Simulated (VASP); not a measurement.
## C (Diamond): exact exchange and RPA correlation

Wanted: where the RPA puts the energy minimum of C (Diamond). The scan starts from a database cell scaled to its smallest volume. The start is a cell from a database of measured crystal structures.

Main program and level: VASP 6.6.1; RPA correlation on LDA orbitals; plane waves and PAW (C_GW), in the first sound run; inputs show where later runs differ.

The raw output is cut from this account; settings, times and results stay.

**1. The starting structure**

It takes space group Fd-3m (No. 227, cubic). The conventional cell has a = 3.469 Å, b = 3.469 Å, c = 3.469 Å, α = 90.00°, β = 90.00°, γ = 90.00°. Nearest to C lie 4 C at 1.50 Å.

Coordinates:

```
C
1.0
     0.00000    1.73449    1.73449
     1.73449    0.00000    1.73449
     1.73449    1.73449    0.00000
C
2
Direct
  0.75000 0.75000 0.75000
  0.50000 0.50000 0.50000
```

**2. Orbitals, volume ratio 0.92**

RPA gives no stress here, so the energy is scanned over volumes, at one cutoff and mesh. Volumes are given as ratios to a reference cell, and this first cell is that cell scaled to 0.92. Each point starts from LDA orbitals, tightly converged.

INCAR reads:

```
SYSTEM = C
PREC = Accurate
ENCUT = 460
EDIFF = 1E-08
NELM = 100
ISMEAR = 0
SIGMA = 0.05
LREAL = .FALSE.
ALGO = Normal
GGA = CA
NBANDS = 10
LORBIT = 11
LWAVE = .TRUE.
LCHARG = .FALSE.
KPAR = 4
```

POSCAR reads:

```
C
1.0
    0.0000000000      1.7344857350      1.7344857350
    1.7344857350      0.0000000000      1.7344857350
    1.7344857350      1.7344857350      0.0000000000
C
2
Direct
    0.7500000000      0.7500000000      0.7500000000
    0.5000000000      0.5000000000      0.5000000000
```

KPOINTS reads:

```
Automatic mesh
0
Gamma
8 8 8
0 0 0
```

PAW data sets: C_GW (LDA family, release 64).

Launch:

```sh
$ mpirun -np 4 vasp_std
```

It took 1.8 s on 4 MPI ranks of AMD EPYC 7R43, shared host; peak memory 0.3 GiB.

The gap is read on the k-mesh alone, so it is an upper bound where the band edges lie off the mesh.

A gap read on the k-mesh alone can miss the band edges.

Read from the output:

* free energy (TOTEN): -20.20 eV
* Fermi energy: 11.22 eV
* pressure: 24.37 GPa
* gap on the k-mesh: 4.307 eV
* least direct gap on the k-mesh: 5.782 eV

**3. Exact exchange, volume ratio 0.92**

This step: Hartree-Fock energy on LDA orbitals; plane waves and PAW (C_GW) (VASP 6.6.1).

The Hartree-Fock energy is evaluated once on these orbitals (ALGO = Eigenval, NELM = 1), without letting them relax. It uses the mesh of the correlation step, since the long-wavelength errors of the two partly cancel, and the total energy is their sum.

INCAR reads:

```
SYSTEM = C
PREC = Accurate
ENCUT = 460
ISMEAR = 0
SIGMA = 0.05
LREAL = .FALSE.
GGA = CA
NBANDS = 10
ALGO = Eigenval
NELM = 1
LHFCALC = .TRUE.
AEXX = 1
ALDAC = 0
AGGAC = 0
PRECFOCK = Normal
LWAVE = .FALSE.
LCHARG = .FALSE.
```

POSCAR is that of step 2.

KPOINTS is that of step 2.

The WAVECAR or CHGCAR of an earlier step is read.

Launch:

```sh
$ mpirun -np 4 vasp_std
```

Run time: 28 s. Hardware: 4 MPI ranks; peak memory 0.28 GiB.

Read from the output:

| Quantity | Value |
| --- | --- |
| free energy (TOTEN) | -30.16 eV |

The Hartree-Fock energy on these orbitals is -15.0790 eV an atom.

**4. Empty bands, volume ratio 0.92**

This step: LDA; plane waves and PAW (C_GW) (VASP 6.6.1).

The next step needs empty bands that the ground-state run didn't converge, so the Hamiltonian is diagonalised in full, in a single step. LOPTICS writes the k-derivatives of the orbitals (WAVEDER), which give the long-wavelength limit of the screening.

INCAR reads:

```
SYSTEM = C
PREC = Accurate
ENCUT = 460
ISMEAR = 0
SIGMA = 0.05
LREAL = .FALSE.
GGA = CA
NBANDS = 256
ALGO = Exact
NELM = 1
LWAVE = .TRUE.
LCHARG = .FALSE.
LOPTICS = .TRUE.
NEDOS = 1000
CSHIFT = 0.1
```

POSCAR is that of step 3.

KPOINTS is that of step 3.

Launch:

```sh
$ mpirun -np 4 vasp_std
```

Run time: 3 s. Hardware: 4 MPI ranks; peak memory 0.33 GiB; 9.7 s of CPU time.

WAVECAR now holds 256 bands for 8 electrons.

**5. RPA correlation, volume ratio 0.92**

This step: RPA correlation on LDA orbitals; plane waves and PAW (C_GW) (VASP 6.6.1).

The RPA correlation energy follows from the response function on imaginary frequencies; VASP computes it for a row of response cutoffs and extrapolates.

INCAR reads:

```
SYSTEM = C
PREC = Accurate
ENCUT = 460
ISMEAR = 0
SIGMA = 0.05
LREAL = .FALSE.
GGA = CA
NBANDS = 256
ALGO = ACFDT
ENCUTGW = 200
NOMEGA = 12
PRECFOCK = Fast
LWAVE = .FALSE.
LCHARG = .FALSE.
```

POSCAR is that of step 4.

KPOINTS is that of step 4.

Launch:

```sh
$ mpirun -np 4 vasp_std
```

The job ended after 3 min (4 MPI ranks; peak memory 1 GiB; 12 min of CPU time).

Numbers from this step:

- RPA correlation energy: -13.91 eV

The correlation energy is -6.9572 eV an atom. With exact exchange the total is -22.0362 eV an atom.

**6. Comparison: r2SCAN, volume ratio 0.92**

This step: r2SCAN; plane waves and PAW (C_GW) (VASP 6.6.1).

For comparison the same cell is computed with r2SCAN.

INCAR reads:

```
SYSTEM = C
PREC = Accurate
ENCUT = 460
EDIFF = 1E-06
NELM = 100
ISMEAR = 0
SIGMA = 0.05
LREAL = .FALSE.
ALGO = Normal
METAGGA = R2SCAN
LASPH = .TRUE.
NBANDS = 10
LWAVE = .FALSE.
LCHARG = .FALSE.
KPAR = 4
```

POSCAR is that of step 5.

KPOINTS is that of step 5.

Launch:

```sh
$ mpirun -np 4 vasp_std
```

It took 5.4 s on 4 MPI ranks; peak memory 0.32 GiB.

Read from the output:

* free energy (TOTEN): -37.53 eV
* Fermi energy: 11.58 eV
* pressure: 36.09 GPa
* gap on the k-mesh: 4.510 eV
* least direct gap on the k-mesh: 6.059 eV

Its energy is -18.7660 eV an atom, on a zero of its own.

**7. Orbitals for comparison: HSE06, volume ratio 0.92**

This step: LDA; plane waves and PAW (C_GW) (VASP 6.6.1).

A hybrid converges faster from good orbitals, so a cheap LDA run writes WAVECAR first.

INCAR reads:

```
SYSTEM = C
PREC = Accurate
ENCUT = 460
EDIFF = 1E-05
NELM = 100
ISMEAR = 0
SIGMA = 0.05
LREAL = .FALSE.
ALGO = Normal
GGA = CA
NBANDS = 10
LORBIT = 11
LWAVE = .TRUE.
LCHARG = .FALSE.
KPAR = 4
```

POSCAR is that of step 6.

KPOINTS is that of step 6.

Launch:

```sh
$ mpirun -np 4 vasp_std
```

The job ended after 1.6 s (4 MPI ranks; peak memory 0.3 GiB).

Numbers from this step:

```
free energy (TOTEN)            : -20.20 eV
Fermi energy                   : 11.22 eV
pressure                       : 24.39 GPa
gap on the k-mesh              : 4.307 eV
least direct gap on the k-mesh : 5.782 eV
```

The run ends at a pressure of 24.39 GPa.

**8. Comparison: HSE06, volume ratio 0.92**

This step: HSE06; plane waves and PAW (C_GW) (VASP 6.6.1).

For comparison the same cell is computed with HSE06.

INCAR reads:

```
SYSTEM = C
PREC = Accurate
ENCUT = 460
EDIFF = 1E-06
NELM = 100
ISMEAR = 0
SIGMA = 0.05
LREAL = .FALSE.
ALGO = Normal
LHFCALC = .TRUE.
AEXX = 0.25
GGA = PE
HFSCREEN = 0.2
LASPH = .TRUE.
NBANDS = 10
PRECFOCK = Fast
LWAVE = .FALSE.
LCHARG = .FALSE.
KPAR = 4
```

POSCAR is that of step 7.

KPOINTS is that of step 7.

The run starts from files that an earlier step left in the folder.

Launch:

```sh
$ mpirun -np 4 vasp_std
```

The job ended after 1.9 min (4 MPI ranks; peak memory 0.69 GiB).

This step gave:

```
free energy (TOTEN)            : -21.06 eV
Fermi energy                   : 10.93 eV
gap on the k-mesh              : 5.506 eV
least direct gap on the k-mesh : 7.248 eV
```

Its energy is -10.5299 eV an atom, on a zero of its own.

**9. Orbitals, volume ratio 0.96**

This step: LDA; plane waves and PAW (C_GW) (VASP 6.6.1).

The same chain follows at a volume ratio of 0.96.

INCAR reads:

```
SYSTEM = C
PREC = Accurate
ENCUT = 460
EDIFF = 1E-08
NELM = 100
ISMEAR = 0
SIGMA = 0.05
LREAL = .FALSE.
ALGO = Normal
GGA = CA
NBANDS = 10
LORBIT = 11
LWAVE = .TRUE.
LCHARG = .FALSE.
KPAR = 4
```

POSCAR reads:

```
C
1.0
    0.0000000000      1.7592674508      1.7592674508
    1.7592674508      0.0000000000      1.7592674508
    1.7592674508      1.7592674508      0.0000000000
C
2
Direct
    0.7500000000      0.7500000000      0.7500000000
    0.5000000000      0.5000000000      0.5000000000
```

KPOINTS is that of step 8.

Launch:

```sh
$ mpirun -np 4 vasp_std
```

It took 1.8 s on 4 MPI ranks; peak memory 0.3 GiB; 4.4 s of CPU time.

The run ends at a pressure of 2.19 GPa.

**10. Exact exchange, volume ratio 0.96**

This step: Hartree-Fock energy on LDA orbitals; plane waves and PAW (C_GW) (VASP 6.6.1).

Exact exchange at this point.

INCAR reads:

```
SYSTEM = C
PREC = Accurate
ENCUT = 460
ISMEAR = 0
SIGMA = 0.05
LREAL = .FALSE.
GGA = CA
NBANDS = 10
ALGO = Eigenval
NELM = 1
LHFCALC = .TRUE.
AEXX = 1
ALDAC = 0
AGGAC = 0
PRECFOCK = Normal
LWAVE = .FALSE.
LCHARG = .FALSE.
```

POSCAR is that of step 9.

KPOINTS is that of step 9.

The run starts from files that an earlier step left in the folder.

Launch:

```sh
$ mpirun -np 4 vasp_std
```

Wall time 30 s (4 MPI ranks); peak memory 0.26 GiB; 1.9 min of CPU time.

The Hartree-Fock energy on these orbitals is -15.1100 eV an atom.

**11. Empty bands, volume ratio 0.96**

This step: LDA; plane waves and PAW (C_GW) (VASP 6.6.1).

The empty bands are made again, for the run that follows.

INCAR reads:

```
SYSTEM = C
PREC = Accurate
ENCUT = 460
ISMEAR = 0
SIGMA = 0.05
LREAL = .FALSE.
GGA = CA
NBANDS = 256
ALGO = Exact
NELM = 1
LWAVE = .TRUE.
LCHARG = .FALSE.
LOPTICS = .TRUE.
NEDOS = 1000
CSHIFT = 0.1
```

POSCAR is that of step 10.

KPOINTS is that of step 10.

Launch:

```sh
$ mpirun -np 4 vasp_std
```

Elapsed: 3.2 s, on 4 MPI ranks; peak memory 0.32 GiB.

**12. RPA correlation, volume ratio 0.96**

This step: RPA correlation on LDA orbitals; plane waves and PAW (C_GW) (VASP 6.6.1).

RPA correlation at this point.

INCAR reads:

```
SYSTEM = C
PREC = Accurate
ENCUT = 460
ISMEAR = 0
SIGMA = 0.05
LREAL = .FALSE.
GGA = CA
NBANDS = 256
ALGO = ACFDT
ENCUTGW = 200
NOMEGA = 12
PRECFOCK = Fast
LWAVE = .FALSE.
LCHARG = .FALSE.
```

POSCAR is that of step 11.

KPOINTS is that of step 11.

Launch:

```sh
$ mpirun -np 4 vasp_std
```

The job ended after 3.2 min (4 MPI ranks; peak memory 1 GiB).

The correlation energy is -6.9773 eV an atom, -20 meV against the point before. With exact exchange the total is -22.0873 eV an atom.

**13. Comparison: r2SCAN, volume ratio 0.96**

This step: r2SCAN; plane waves and PAW (C_GW) (VASP 6.6.1).

The comparison at this point.

INCAR reads:

```
SYSTEM = C
PREC = Accurate
ENCUT = 460
EDIFF = 1E-06
NELM = 100
ISMEAR = 0
SIGMA = 0.05
LREAL = .FALSE.
ALGO = Normal
METAGGA = R2SCAN
LASPH = .TRUE.
NBANDS = 10
LWAVE = .FALSE.
LCHARG = .FALSE.
KPAR = 4
```

POSCAR is that of step 12.

KPOINTS is that of step 12.

Launch:

```sh
$ mpirun -np 4 vasp_std
```

Run time: 5.8 s. Hardware: 4 MPI ranks; peak memory 0.32 GiB; 20 s of CPU time.

Its energy is -18.8057 eV an atom, on a zero of its own.

**14. Orbitals for comparison: HSE06, volume ratio 0.96**

This step: LDA; plane waves and PAW (C_GW) (VASP 6.6.1).

Starting orbitals, as before.

INCAR reads:

```
SYSTEM = C
PREC = Accurate
ENCUT = 460
EDIFF = 1E-05
NELM = 100
ISMEAR = 0
SIGMA = 0.05
LREAL = .FALSE.
ALGO = Normal
GGA = CA
NBANDS = 10
LORBIT = 11
LWAVE = .TRUE.
LCHARG = .FALSE.
KPAR = 4
```

POSCAR is that of step 13.

KPOINTS is that of step 13.

Launch:

```sh
$ mpirun -np 4 vasp_std
```

Elapsed: 1.6 s, on 4 MPI ranks; peak memory 0.32 GiB.

The run ends at a pressure of 2.22 GPa.

**15. Comparison: HSE06, volume ratio 0.96**

This step: HSE06; plane waves and PAW (C_GW) (VASP 6.6.1).

INCAR reads:

```
SYSTEM = C
PREC = Accurate
ENCUT = 460
EDIFF = 1E-06
NELM = 100
ISMEAR = 0
SIGMA = 0.05
LREAL = .FALSE.
ALGO = Normal
LHFCALC = .TRUE.
AEXX = 0.25
GGA = PE
HFSCREEN = 0.2
LASPH = .TRUE.
NBANDS = 10
PRECFOCK = Fast
LWAVE = .FALSE.
LCHARG = .FALSE.
KPAR = 4
```

POSCAR is that of step 14.

KPOINTS is that of step 14.

The WAVECAR or CHGCAR of an earlier step is read.

Launch:

```sh
$ mpirun -np 4 vasp_std
```

It took 1.7 min on 4 MPI ranks; peak memory 0.68 GiB; 6.7 min of CPU time.

Its energy is -10.5606 eV an atom, on a zero of its own.

**16. Orbitals, volume ratio 0.99**

This step: LDA; plane waves and PAW (C_GW) (VASP 6.6.1).

The same chain follows at a volume ratio of 0.99.

INCAR reads:

```
SYSTEM = C
PREC = Accurate
ENCUT = 460
EDIFF = 1E-08
NELM = 100
ISMEAR = 0
SIGMA = 0.05
LREAL = .FALSE.
ALGO = Normal
GGA = CA
NBANDS = 10
LORBIT = 11
LWAVE = .TRUE.
LCHARG = .FALSE.
KPAR = 4
```

POSCAR reads:

```
C
1.0
    0.0000000000      1.7774055073      1.7774055073
    1.7774055073      0.0000000000      1.7774055073
    1.7774055073      1.7774055073      0.0000000000
C
2
Direct
    0.7500000000      0.7500000000      0.7500000000
    0.5000000000      0.5000000000      0.5000000000
```

KPOINTS is that of step 15.

Launch:

```sh
$ mpirun -np 4 vasp_std
```

It took 1.4 s on 4 MPI ranks; peak memory 0.31 GiB; 3.5 s of CPU time.

The run ends at a pressure of -11.87 GPa.

**17. Exact exchange, volume ratio 0.99**

This step: Hartree-Fock energy on LDA orbitals; plane waves and PAW (C_GW) (VASP 6.6.1).

INCAR reads:

```
SYSTEM = C
PREC = Accurate
ENCUT = 460
ISMEAR = 0
SIGMA = 0.05
LREAL = .FALSE.
GGA = CA
NBANDS = 10
ALGO = Eigenval
NELM = 1
LHFCALC = .TRUE.
AEXX = 1
ALDAC = 0
AGGAC = 0
PRECFOCK = Normal
LWAVE = .FALSE.
LCHARG = .FALSE.
```

POSCAR is that of step 16.

KPOINTS is that of step 16.

The WAVECAR or CHGCAR of an earlier step is read.

Launch:

```sh
$ mpirun -np 4 vasp_std
```

Elapsed: 25 s, on 4 MPI ranks; peak memory 0.28 GiB.

The Hartree-Fock energy on these orbitals is -15.1118 eV an atom.

**18. Empty bands, volume ratio 0.99**

This step: LDA; plane waves and PAW (C_GW) (VASP 6.6.1).

INCAR reads:

```
SYSTEM = C
PREC = Accurate
ENCUT = 460
ISMEAR = 0
SIGMA = 0.05
LREAL = .FALSE.
GGA = CA
NBANDS = 264
ALGO = Exact
NELM = 1
LWAVE = .TRUE.
LCHARG = .FALSE.
LOPTICS = .TRUE.
NEDOS = 1000
CSHIFT = 0.1
```

POSCAR is that of step 17.

KPOINTS is that of step 17.

Launch:

```sh
$ mpirun -np 4 vasp_std
```

Wall time 2.8 s (4 MPI ranks); peak memory 0.32 GiB; 9.3 s of CPU time.

WAVECAR now holds 264 bands for 8 electrons.

**19. RPA correlation, volume ratio 0.99**

This step: RPA correlation on LDA orbitals; plane waves and PAW (C_GW) (VASP 6.6.1).

INCAR reads:

```
SYSTEM = C
PREC = Accurate
ENCUT = 460
ISMEAR = 0
SIGMA = 0.05
LREAL = .FALSE.
GGA = CA
NBANDS = 264
ALGO = ACFDT
ENCUTGW = 200
NOMEGA = 12
PRECFOCK = Fast
LWAVE = .FALSE.
LCHARG = .FALSE.
```

POSCAR is that of step 18.

KPOINTS is that of step 18.

Launch:

```sh
$ mpirun -np 4 vasp_std
```

Elapsed: 2.9 min, on 4 MPI ranks; peak memory 1 GiB.

The correlation energy is -6.9931 eV an atom, -16 meV against the point before. With exact exchange the total is -22.1049 eV an atom.

**20. Comparison: r2SCAN, volume ratio 0.99**

This step: r2SCAN; plane waves and PAW (C_GW) (VASP 6.6.1).

INCAR reads:

```
SYSTEM = C
PREC = Accurate
ENCUT = 460
EDIFF = 1E-06
NELM = 100
ISMEAR = 0
SIGMA = 0.05
LREAL = .FALSE.
ALGO = Normal
METAGGA = R2SCAN
LASPH = .TRUE.
NBANDS = 10
LWAVE = .FALSE.
LCHARG = .FALSE.
KPAR = 4
```

POSCAR is that of step 19.

KPOINTS is that of step 19.

Launch:

```sh
$ mpirun -np 4 vasp_std
```

Wall time 4.6 s (4 MPI ranks); peak memory 0.31 GiB; 16 s of CPU time.

Its energy is -18.8151 eV an atom, on a zero of its own.

**21. Orbitals for comparison: HSE06, volume ratio 0.99**

This step: LDA; plane waves and PAW (C_GW) (VASP 6.6.1).

INCAR reads:

```
SYSTEM = C
PREC = Accurate
ENCUT = 460
EDIFF = 1E-05
NELM = 100
ISMEAR = 0
SIGMA = 0.05
LREAL = .FALSE.
ALGO = Normal
GGA = CA
NBANDS = 10
LORBIT = 11
LWAVE = .TRUE.
LCHARG = .FALSE.
KPAR = 4
```

POSCAR is that of step 20.

KPOINTS is that of step 20.

Launch:

```sh
$ mpirun -np 4 vasp_std
```

Run time: 1.4 s. Hardware: 4 MPI ranks; peak memory 0.3 GiB.

The run ends at a pressure of -11.84 GPa.

**22. Comparison: HSE06, volume ratio 0.99**

This step: HSE06; plane waves and PAW (C_GW) (VASP 6.6.1).

INCAR reads:

```
SYSTEM = C
PREC = Accurate
ENCUT = 460
EDIFF = 1E-06
NELM = 100
ISMEAR = 0
SIGMA = 0.05
LREAL = .FALSE.
ALGO = Normal
LHFCALC = .TRUE.
AEXX = 0.25
GGA = PE
HFSCREEN = 0.2
LASPH = .TRUE.
NBANDS = 10
PRECFOCK = Fast
LWAVE = .FALSE.
LCHARG = .FALSE.
KPAR = 4
```

POSCAR is that of step 21.

KPOINTS is that of step 21.

The WAVECAR or CHGCAR of an earlier step is read.

Launch:

```sh
$ mpirun -np 4 vasp_std
```

The job ended after 94 s (4 MPI ranks; peak memory 0.69 GiB; 6.2 min of CPU time).

Its energy is -10.5635 eV an atom, on a zero of its own.

**23. Orbitals, volume ratio 1.02**

This step: LDA; plane waves and PAW (C_GW) (VASP 6.6.1).

The same chain follows at a volume ratio of 1.02.

INCAR reads:

```
SYSTEM = C
PREC = Accurate
ENCUT = 460
EDIFF = 1E-08
NELM = 100
ISMEAR = 0
SIGMA = 0.05
LREAL = .FALSE.
ALGO = Normal
GGA = CA
NBANDS = 10
LORBIT = 11
LWAVE = .TRUE.
LCHARG = .FALSE.
KPAR = 4
```

POSCAR reads:

```
C
1.0
    0.0000000000      1.7951807415      1.7951807415
    1.7951807415      0.0000000000      1.7951807415
    1.7951807415      1.7951807415      0.0000000000
C
2
Direct
    0.7500000000      0.7500000000      0.7500000000
    0.5000000000      0.5000000000      0.5000000000
```

KPOINTS is that of step 22.

Launch:

```sh
$ mpirun -np 4 vasp_std
```

Run time: 1.4 s. Hardware: 4 MPI ranks; peak memory 0.31 GiB.

The run ends at a pressure of -23.84 GPa.

**24. Exact exchange, volume ratio 1.02**

This step: Hartree-Fock energy on LDA orbitals; plane waves and PAW (C_GW) (VASP 6.6.1).

INCAR reads:

```
SYSTEM = C
PREC = Accurate
ENCUT = 460
ISMEAR = 0
SIGMA = 0.05
LREAL = .FALSE.
GGA = CA
NBANDS = 10
ALGO = Eigenval
NELM = 1
LHFCALC = .TRUE.
AEXX = 1
ALDAC = 0
AGGAC = 0
PRECFOCK = Normal
LWAVE = .FALSE.
LCHARG = .FALSE.
```

POSCAR is that of step 23.

KPOINTS is that of step 23.

The WAVECAR or CHGCAR of an earlier step is read.

Launch:

```sh
$ mpirun -np 4 vasp_std
```

It took 24 s on 4 MPI ranks; peak memory 0.28 GiB; 91 s of CPU time.

The Hartree-Fock energy on these orbitals is -15.0986 eV an atom.

**25. Empty bands, volume ratio 1.02**

This step: LDA; plane waves and PAW (C_GW) (VASP 6.6.1).

INCAR reads:

```
SYSTEM = C
PREC = Accurate
ENCUT = 460
ISMEAR = 0
SIGMA = 0.05
LREAL = .FALSE.
GGA = CA
NBANDS = 272
ALGO = Exact
NELM = 1
LWAVE = .TRUE.
LCHARG = .FALSE.
LOPTICS = .TRUE.
NEDOS = 1000
CSHIFT = 0.1
```

POSCAR is that of step 24.

KPOINTS is that of step 24.

Launch:

```sh
$ mpirun -np 4 vasp_std
```

Run time: 3 s. Hardware: 4 MPI ranks; peak memory 0.35 GiB; 9.6 s of CPU time.

WAVECAR now holds 272 bands for 8 electrons.

**26. RPA correlation, volume ratio 1.02**

This step: RPA correlation on LDA orbitals; plane waves and PAW (C_GW) (VASP 6.6.1).

INCAR reads:

```
SYSTEM = C
PREC = Accurate
ENCUT = 460
ISMEAR = 0
SIGMA = 0.05
LREAL = .FALSE.
GGA = CA
NBANDS = 272
ALGO = ACFDT
ENCUTGW = 200
NOMEGA = 12
PRECFOCK = Fast
LWAVE = .FALSE.
LCHARG = .FALSE.
```

POSCAR is that of step 25.

KPOINTS is that of step 25.

Launch:

```sh
$ mpirun -np 4 vasp_std
```

It took 3 min on 4 MPI ranks; peak memory 1.1 GiB; 12 min of CPU time.

The correlation energy is -7.0097 eV an atom, -17 meV against the point before. With exact exchange the total is -22.1083 eV an atom.

**27. Comparison: r2SCAN, volume ratio 1.02**

This step: r2SCAN; plane waves and PAW (C_GW) (VASP 6.6.1).

INCAR reads:

```
SYSTEM = C
PREC = Accurate
ENCUT = 460
EDIFF = 1E-06
NELM = 100
ISMEAR = 0
SIGMA = 0.05
LREAL = .FALSE.
ALGO = Normal
METAGGA = R2SCAN
LASPH = .TRUE.
NBANDS = 10
LWAVE = .FALSE.
LCHARG = .FALSE.
KPAR = 4
```

POSCAR is that of step 26.

KPOINTS is that of step 26.

Launch:

```sh
$ mpirun -np 4 vasp_std
```

The job ended after 4.6 s (4 MPI ranks; peak memory 0.31 GiB).

Its energy is -18.8108 eV an atom, on a zero of its own.

**28. Orbitals for comparison: HSE06, volume ratio 1.02**

This step: LDA; plane waves and PAW (C_GW) (VASP 6.6.1).

INCAR reads:

```
SYSTEM = C
PREC = Accurate
ENCUT = 460
EDIFF = 1E-05
NELM = 100
ISMEAR = 0
SIGMA = 0.05
LREAL = .FALSE.
ALGO = Normal
GGA = CA
NBANDS = 10
LORBIT = 11
LWAVE = .TRUE.
LCHARG = .FALSE.
KPAR = 4
```

POSCAR is that of step 27.

KPOINTS is that of step 27.

Launch:

```sh
$ mpirun -np 4 vasp_std
```

It took 1.4 s on 4 MPI ranks; peak memory 0.28 GiB; 2.9 s of CPU time.

The run ends at a pressure of -23.81 GPa.

**29. Comparison: HSE06, volume ratio 1.02**

This step: HSE06; plane waves and PAW (C_GW) (VASP 6.6.1).

INCAR reads:

```
SYSTEM = C
PREC = Accurate
ENCUT = 460
EDIFF = 1E-06
NELM = 100
ISMEAR = 0
SIGMA = 0.05
LREAL = .FALSE.
ALGO = Normal
LHFCALC = .TRUE.
AEXX = 0.25
GGA = PE
HFSCREEN = 0.2
LASPH = .TRUE.
NBANDS = 10
PRECFOCK = Fast
LWAVE = .FALSE.
LCHARG = .FALSE.
KPAR = 4
```

POSCAR is that of step 28.

KPOINTS is that of step 28.

The WAVECAR or CHGCAR of an earlier step is read.

Launch:

```sh
$ mpirun -np 4 vasp_std
```

Elapsed: 95 s, on 4 MPI ranks; peak memory 0.69 GiB; 6.2 min of CPU time.

Its energy is -10.5527 eV an atom, on a zero of its own.

(Part 1 of 2 ends here.)

[Long decimals in the printed logs are rounded to 6 places.]

[Lines on the potential files, build, host, timing and source positions are cut from VASP's logs without a mark.]

[Logs are printed without paths, hosts, clocks, repeated set-up lines and the standing remarks that a program may print on its own settings, such as how far it seeks lower states.]

[Hosts, paths, dates, database ids (printed as entryN), source tags and the programs' standing remarks are cut or masked in the printed files.]

[Measured values are set beside computed ones only where the two were judged alike; some that the calculation misses by far are left out.]

[Pressures printed for these runs are not shown converged in the cutoff: they can be off by several GPa and have the wrong sign.]
